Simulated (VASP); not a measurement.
Input for VASP

**POSCAR**
```
CoO
1
    4.2600000000     2.1300000000     2.1300000000
    2.1300000000     4.2600000000     2.1300000000
    2.1300000000     2.1300000000     4.2600000000
Co O
2 2
Direct
  0.0000000000   0.0000000000   0.0000000000
  0.5000000000   0.5000000000   0.5000000000
  0.2500000000   0.2500000000   0.2500000000
  0.7500000000   0.7500000000   0.7500000000
```

INCAR:
```
SYSTEM = CoO
PREC = Accurate
ENCUT = 520
EDIFF = 1E-6
NELM = 4
ALGO = Normal
LREAL = .FALSE.
LASPH = .TRUE.
ISMEAR = 0
SIGMA = 0.05
GGA = PE
LMAXMIX = 4
ISPIN = 2
MAGMOM = 3.0 -3.0 0.0 0.0
LORBIT = 10
LWAVE = .FALSE.
LCHARG = .FALSE.
ISIF = 2
```

KPOINTS:
```
Automatic mesh
0
Gamma
7 7 7
0 0 0
```

POTCAR, in this order: Co O (PBE.64 set). Program: vasp_std.

Q: What happens when VASP runs on this input?

A: There is a fault: NELM is too small, so the electronic loop ends before EDIFF is met. Convergence was not reached. Against the sound run, the energy per atom (σ→0) falls by 1.289 eV/atom; the pressure falls by 253.98 GPa.

**standard output**
```
 POSCAR found type information on POSCAR CoO
 POSCAR found :  2 types and       4 ions
 Reading from existing POTCAR
 Reading from existing POTCAR
 LDA part: xc-table for (Slater+PW92), standard interpolation
 POSCAR, INCAR and KPOINTS ok, starting setup
 WAVECAR not read
 entering main loop
       N       E                     dE             d eps       ncg     rms          rms(c)
DAV:   1     0.254577131326E+03    0.25458E+03   -0.14702E+04  3360   0.193E+03
DAV:   2     0.402304474353E+01   -0.25055E+03   -0.23632E+03  3434   0.398E+02
DAV:   3    -0.300254359234E+02   -0.34048E+02   -0.32314E+02  3897   0.163E+02
DAV:   4    -0.315422582892E+02   -0.15168E+01   -0.14902E+01  4192   0.358E+01

 -----------------------------------------------------------------------------
|                                                                             |
|           W    W    AA    RRRRR   N    N  II  N    N   GGGG   !!!           |
|           W    W   A  A   R    R  NN   N  II  NN   N  G    G  !!!           |
|           W    W  A    A  R    R  N N  N  II  N N  N  G       !!!           |
|           W WW W  AAAAAA  RRRRR   N  N N  II  N  N N  G  GGG   !            |
|           WW  WW  A    A  R   R   N   NN  II  N   NN  G    G                |
|           W    W  A    A  R    R  N    N  II  N    N   GGGG   !!!           |
|                                                                             |
|     The electronic self-consistency was not achieved in the given           |
|     number of steps (NELM). The forces and other quantities evaluated       |
|     might not be reliable so examine the results carefully. If you find     |
|     spurious results, we suggest increasing NELM, if you were close to      |
|     convergence or switching to a different ALGO or adjusting the           |
|     density mixing parameters otherwise.                                    |
|                                                                             |
 -----------------------------------------------------------------------------

   1 F= -.31542258E+02 E0= -.31541225E+02  d E =-.206606E-02  mag=     0.0000
```

**OUTCAR**
```
------------------------ aborting loop EDIFF was not reached (unconverged)  ----------------------------
  FORCE on cell =-STRESS in cart. coord.  units (eV):
  Direction    XX          YY          ZZ          XY          YZ          ZX
  --------------------------------------------------------------------------------------
  Total      -62.2970909    -62.2970909    -62.2970909      0.4823941      0.4823941      0.4823941
  in kB    -2582.1385842  -2582.1385842  -2582.1385842     19.9946494     19.9946494     19.9946494
  external PRESSURE =   -2582.1385842 kB  Pullay stress =       0.0000000 kB
  volume of cell :       38.65
      direct lattice vectors                 reciprocal lattice vectors
     4.260000000  2.130000000  2.130000000     0.352112676 -0.117370892 -0.117370892
     2.130000000  4.260000000  2.130000000    -0.117370892  0.352112676 -0.117370892
     2.130000000  2.130000000  4.260000000    -0.117370892 -0.117370892  0.352112676
 POSITION                                       TOTAL-FORCE (eV/Angst)
 -----------------------------------------------------------------------------------
      0.00000      0.00000      0.00000        -0.000000      0.000000      0.000000
      4.26000      4.26000      4.26000        -0.000000      0.000000      0.000000
      2.13000      2.13000      2.13000         0.000000     -0.000000     -0.000000
      6.39000      6.39000      6.39000         0.000000     -0.000000     -0.000000
 -----------------------------------------------------------------------------------
    total drift:                                0.000000      0.000000     -0.000000
  FREE ENERGIE OF THE ION-ELECTRON SYSTEM (eV)
  ---------------------------------------------------
  free  energy   TOTEN  =       -31.5422582892 eV

  energy  without entropy=      -31.5401922244  energy(sigma->0) =      -31.54122526

 total charge

# of ion       s       p       d       tot
------------------------------------------
    1        0.259   0.288   6.620   7.167
    2        0.259   0.288   6.620   7.167
    3        1.629   3.995   0.000   5.623
    4        1.629   3.995   0.000   5.623
--------------------------------------------------
tot          3.776   8.566  13.240  25.582

 magnetization (x)

# of ion       s       p       d       tot
------------------------------------------
    1        0.014   0.010   2.788   2.812
    2       -0.014  -0.010  -2.788  -2.812
    3        0.000   0.000   0.000   0.000
    4        0.000   0.000   0.000   0.000
--------------------------------------------------
tot          0.000   0.000   0.000   0.000
```
(Selected blocks of OUTCAR.)

To mend it, set NELM = 100.

The mended run (PBE GGA, plane waves, VASP's PBE PAW potentials (set 64)) converges, and its OSZICAR ends with
```
   1 F= -.26390538E+02 E0= -.26386876E+02  d E =-.732412E-02  mag=     0.0000
```

The compound is CoO in the rock salt, AFM-II order structure. The cell was not relaxed at this level.
